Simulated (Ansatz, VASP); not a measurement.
# InWSe3: VASP beside Ansatz

```
In W Se
1.0
     5.00897    0.00000    0.00000
     0.00000    5.00897    0.00000
     0.00000    0.00000    5.00897
In W Se
1 1 3
Direct
  0.50000 0.50000 0.50000
  0.00000 0.00000 0.00000
  0.50000 0.00000 0.00000
  0.00000 0.50000 0.00000
  0.00000 0.00000 0.50000
```

Alike in both runs: functional PBE; k mesh 8 × 8 × 8; occupations gaussian, width 0.1 eV; no spin polarisation.

Ansatz relaxed the structure, and its values are those at the end. VASP's run is a single point on that final structure, the one shown.

|  | VASP | Ansatz |
| --- | --- | --- |
| version | VASP 6.6.1 | Ansatz 0.2.0 |
| potentials or method | VASP PAW PBE potentials, release 64 (In_d, W_sv, Se) | scalar-relativistic, plane waves, PAW |
| plane-wave cutoff (eV) | 520 | 420 |
| valence electrons in the cell | 45 | 75 |

VASP gave:

```
gap on the k mesh at the Fermi level (eV) : none
pressure (GPa)                            : 0.1
```

Question: Estimate Ansatz's values.

Answer: gap on the k mesh at the Fermi level (eV): none; pressure (GPa): 0.0.

A gap of «none» marks a metal or a gap that the smearing closes. The functional is the same, so the differences come from potentials, cutoffs and numerics. The two sets of potentials don't hold the same shells in valence.

Spin-orbit coupling is left out, which matters for the levels of W.
